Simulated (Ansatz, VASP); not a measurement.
# Mg3BeS in VASP and in Ansatz

```
Mg Be S
1.0
     4.42333    0.00000    0.00000
     0.00000    4.42333    0.00000
     0.00000    0.00000    4.42333
Mg Be S
3 1 1
Direct
  0.00000 0.50000 0.50000
  0.50000 0.00000 0.50000
  0.50000 0.50000 0.00000
  0.00000 0.00000 0.00000
  0.50000 0.50000 0.50000
```

Change from the starting cell: species swapped into the Ca3GeN type (Pm-3m, No. 221).

Alike in both runs: task relaxation of cell and atoms; functional PBE; k mesh 4 × 4 × 4; occupations gaussian, width 0.1 eV; no spin polarisation.

```csv
,VASP,Ansatz
version,VASP 6.6.1,Ansatz 0.2.0
potentials or method,"VASP PAW PBE potentials, release 64 (Mg, Be, S)","scalar-relativistic, plane waves, PAW"
plane-wave cutoff (eV),600,420
valence electrons in the cell,14,38
```

VASP gave:

| Quantity | Value |
| --- | --- |
| gap on the k mesh at the Fermi level, each at its own relaxed structure (eV) | none |
| relaxed volume (Å³/atom) | 21.79 |
| relaxed cell length with the largest relative difference (Å) | 4.776 |
| energy change over the relaxation (meV/atom) | -193 |

Problem. What did Ansatz give for the same quantities?

Solution. gap on the k mesh at the Fermi level, each at its own relaxed structure (eV): none; relaxed volume (Å³/atom): 21.97; relaxed cell length with the largest relative difference (Å): 4.789; energy change over the relaxation (meV/atom): -196.

A gap of «none» marks a metal or a gap that the smearing closes. The two sets of potentials don't hold the same shells in valence.

Caveats: the volume moved by over 15 % at a fixed basis, so the end points are rough (VASP).
